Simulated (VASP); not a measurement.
Input:

```xyz
2
Lattice="0.0000 3.0372 3.0372 3.0372 0.0000 3.0372 3.0372 3.0372 0.0000" Properties=species:S:1:pos:R:3 pbc="T T T"
In     0.0000     0.0000     0.0000
P      1.5186     1.5186     1.5186
```

Level of theory: RPBE GGA, VASP's PBE PAW potentials (set 64) (plane waves; VASP). Run with 520 eV cut-off, 8×8×8 Γ-centred mesh, Gaussian smearing of 0.050 eV, potentials In_d P.

Task: Give the stress tensor in GPa (positive for a compressed cell).

Result: 
```
-1.48   0.00   0.00
 0.00  -1.48   0.00
 0.00   0.00  -1.48
```
The pressure is its mean diagonal, -1.48 GPa.

The compound is InP in the zinc blende structure. This cell is one point of a volume scan, at 1.03 of the reference volume.
